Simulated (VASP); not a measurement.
MnBr2, 3 atoms in the cell. The structure is trigonal, space group P-3m1 (No. 164). The conventional cell has a = 3.820 Å, b = 3.820 Å, c = 6.190 Å, α = 90.00°, β = 90.00°, γ = 120.00°. Mn (site symmetry -3m) is surrounded by 6 Br at 2.69 Å. Br (site symmetry 3m) is surrounded by 3 Mn at 2.69 Å. 

- Program: VASP 6.6.1
- Task: single point
- Functional: PBEsol
- Potentials or basis: VASP PAW PBE potentials, release 64 (Mn_pv, Br)
- Cutoff: 520 eV
- k mesh: 6 × 6 × 3
- Occupations: gaussian, width 0.05 eV
- Spin: collinear spin, typed start
- Starting moments: [5.0, 0.0, 0.0] μB
- Dipole correction: no
- Further INCAR settings: ALGO = Normal; EDIFF = 1e-06; NBANDS = 24

Potentials or basis: VASP PAW PBE potentials, release 64 (Mn_pv, Br).

Command:

```bash
$ cat potpaw_PBE.64/Mn_pv/POTCAR potpaw_PBE.64/Br/POTCAR > POTCAR
$ mpirun -np 1 vasp_std > vasp.out
```

Hardware: 1 thread of Intel(R) Xeon(R) 6975P-C (Granite Rapids), on a shared host.

Q: Estimate the wall time of this run.

A: Run time: 25 s on 1 thread of Intel(R) Xeon(R) 6975P-C (Granite Rapids) (shared host), peak memory 0.23 GiB. Counts: scf iterations 14, k points 17.
